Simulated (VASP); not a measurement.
A run of VASP 6.6.1 is set up as follows.

Contents of INCAR:

```
PREC = Accurate ; ENCUT = 520
EDIFF = 1E-6 ; ISMEAR = 0
SIGMA = 0.2233 ; LREAL = False
LASPH = True ; NELM = 80
ALGO = Fast ; ISIF = 2
LWAVE = False ; LCHARG = False
GGA = PE ; NBANDS = 33
ISYM = 0
```

The input KPOINTS:

```
regular mesh
0
Gamma
  7 7 7
```

POSCAR

```
Be3Os2
1.0
    0.0000000000      2.8147500000      0.0000000000
    5.5033960000     -1.4073750000      0.0000000000
   -2.0922150000      1.4073750000     -6.5139090000
Be Os
6 4
Direct
    0.6590500000      0.8064500000      0.4883500000
    0.3409500000      0.1935500000      0.5116500000
    0.7692500000      0.6560500000      0.1175500000
    0.2307500000      0.3439500000      0.8824500000
    0.9503500000      0.6316900000      0.7309900000
    0.0496500000      0.3683100000      0.2690100000
    0.4098300000      0.7677400000      0.9480800000
    0.5901700000      0.2322600000      0.0519200000
    0.1369000000      0.9807200000      0.7069200000
    0.8631000000      0.0192800000      0.2930800000
```

Potentials or basis: VASP PAW PBE potentials, release 64 (Be, Os).

The run is started by

```bash
$ cat potpaw_PBE.64/Be/POTCAR potpaw_PBE.64/Os/POTCAR > POTCAR
$ mpirun -np 1 vasp_std > vasp.out
```

**Question.** What does it give for the band gap on the k mesh?

**Answer.** None (metal or under the smearing width).

**Question.** What does it give for the largest force?

**Answer.** 7.393 eV/Å.

**Question.** Estimate the pressure.

**Answer.** 75.0 GPa.

Stress tensor (GPa, compression positive):
```
94.95  0.00 -3.45
 0.00 59.73  0.00
-3.45  0.00 70.34
```

Caveat: a pressure of tens of GPa on the cell as given is suspect, and the run, the potentials or the cell itself is likely at fault; forces of over 1 eV/Å show positions far from the minimum, so gaps and moduli don't describe the material at rest. Spin-orbit coupling is left out, which matters for the levels of Os.
